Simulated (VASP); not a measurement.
Given:

```xyz
6
Lattice="1.4825 -2.5678 0.0000 1.4825 2.5678 0.0000 0.0000 0.0000 10.7695" Properties=species:S:1:pos:R:3 pbc="T T T"
W      1.4825     0.8559     2.6924
W      1.4825    -0.8559     8.0772
S      1.4825     0.8559     9.6598
S      1.4825    -0.8559     4.2750
S      1.4825    -0.8559     1.1098
S      1.4825     0.8559     6.4945
```

All values below come from LDA (Ceperley-Alder, Perdew-Zunger), VASP's LDA PAW potentials (set 64) (plane waves; VASP 6.6.1). Run with 500 eV cut-off, 12×12×3 Γ-centred mesh, first-order Methfessel-Paxton smearing of 0.10 eV, potentials W_sv S.

Energy and stress use the plane-wave basis of the starting cell.

**Question.** The ions, cell shape and volume at an external pressure of 45.0 GPa are relaxed. Predict the relaxed structure.

**Answer.** 
```xyz
6
Lattice="1.4536 -2.5177 0.0000 1.4536 2.5177 0.0000 0.0000 0.0000 10.5531" Properties=species:S:1:pos:R:3 pbc="T T T"
W      1.4536     0.8392     2.6383
W      1.4536    -0.8392     7.9148
S      1.4536     0.8392     9.5043
S      1.4536    -0.8392     4.2277
S      1.4536    -0.8392     1.0488
S      1.4536     0.8392     6.3254
```
Space group P6_3/mmc (194), at a tolerance of 0.03 Å.

**Question.** How do energy and volume change from the first to the last step?

**Answer.** The energy (σ→0) changes by +183.5 meV/atom and the volume by -5.8 %, in 10 ionic steps.

The compound is WS2 in the 2H layered structure. This run relaxes it under an external pressure of 45 GPa. Symmetry was kept, so distortions that lower it aren't found.
